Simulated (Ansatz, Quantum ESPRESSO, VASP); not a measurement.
**Se (P3_121, 3 atoms in the cell) computed with different codes at matched settings**

Self-consistent single point.

```
Se
1.0
    2.21035    -3.82843     0.00000
    2.21035     3.82843     0.00000
    0.00000     0.00000     5.00742
Se
3
Direct
  0.00000   0.22500   0.66667
  0.77500   0.77500   0.00000
  0.22500   0.00000   0.33333
```

Shared settings, as Ansatz (a first-principles code) writes them: kpoints.mp_grid.grid = 6 6 5; magnetization.spin_orbit = true; scf.occupations.method = fermi_dirac; scf.occupations.width = 0.01 eV. Potentials and cutoffs stand in the table.

```tsv
code	model	pressure (GPa)	largest force (eV/Å)	gap on the mesh (eV)	cutoff
Ansatz	PBE with spin-orbit coupling, default PAW files	0.94	0.086	1.199	default
VASP	PBE, spin-orbit coupling, VASP's PBE PAW potentials (set 64)	1.06	0.118	1.200	300 eV
Quantum ESPRESSO	PBE, spin-orbit coupling, PseudoDojo fully relativistic norm-conserving (PBE) pseudopotentials	1.02	0.110	1.183	90 Ry
```

Gaps are read on the mesh.

The spread over the programs that give each value: pressure within 0.12 GPa; largest force within 0.032 eV/Å; gap on the mesh within 0.017 eV.

Ansatz's pressure is given at a fixed set of plane waves, as the other plane-wave codes print theirs.

VASP's run is marked for a possible Pulay error in its stress at this cutoff; no cutoff test was made.

The starting cell has typed, rounded lattice constants, without a prior relaxation at this level. Its lattice was rescaled by a random factor within 2.5 % of one.

Left out of this page: FLEUR and SIESTA (not drawn, or without a comparable value).

Keys are those of Ansatz 0.2.
